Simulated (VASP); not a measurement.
BeCd2S3:

```
CELL_PARAMETERS angstrom
4.48276 0.00000 0.00000
0.00000 4.48276 0.00000
0.00000 0.00000 6.31843
ATOMIC_POSITIONS crystal
Be 0.00000 0.00000 0.00000
Cd 0.50000 0.50000 0.50000
Cd 0.50000 0.50000 0.00000
S 0.00000 0.50000 0.57047
S 0.50000 0.00000 0.42953
S 0.00000 0.00000 0.50000
```

The cell was built by a generator and needn't be a form met in nature.

```yaml
Program: VASP 6.6.1
Task: relaxation of cell and atoms
Functional: PBE
Potentials_or_basis: VASP PAW PBE potentials, release 64 (Be, Cd, S)
Cutoff: 520 eV
k_mesh: 3 × 3 × 2
Occupations: gaussian, width 0.15 eV
Spin: no spin polarisation
```

At the start: pressure 14.3 GPa; volume 21.16 Å³/atom.

Q: Where does the relaxation end?

A: Over 8 steps the energy falls by 225.8 meV/atom and the volume is 26.79 Å³/atom (+26.6 %); space group P-4m2 (No. 115, to 0.05 Å).

Step by step:
| step | energy change (eV) | largest force (eV/Å) | pressure (GPa) | volume (Å³) |
| --- | --- | --- | --- | --- |
| 1 | 0.0000 | 1.6861 | 14.31 | 126.97 |
| 2 | -1.0582 | 0.0286 | -2.65 | 164.68 |
| 3 | -1.1926 | 0.3581 | 0.17 | 152.57 |
| 4 | -1.1914 | 0.3717 | 0.44 | 152.03 |
| 5 | -1.2301 | 0.3330 | 0.64 | 153.27 |
| 6 | -1.3156 | 0.1970 | 0.20 | 156.87 |
| 7 | -1.3384 | 0.2215 | 0.10 | 163.50 |
| 8 | -1.3550 | 0.0166 | 0.20 | 160.76 |

Final structure:
```
Be Cd S
1.0
     4.73751    0.00000    0.00000
     0.00000    4.73751    0.00000
     0.00000    0.00000    7.16274
Be Cd S
1 2 3
Cartesian
  0.0000 0.0000 0.0000
  2.3688 2.3688 3.5814
  2.3688 2.3688 0.0000
  4.7375 2.3688 4.2844
  2.3688 0.0000 2.8783
  0.0000 0.0000 3.5814
```

Caveat: the k mesh is coarse (spacing up to 0.50 Å⁻¹), so the values aren't converged; the volume moved by over 15 % at a fixed basis, so the end points are rough; the relaxation stopped at a loose force limit of 0.08 eV/Å, so its end isn't a converged minimum.
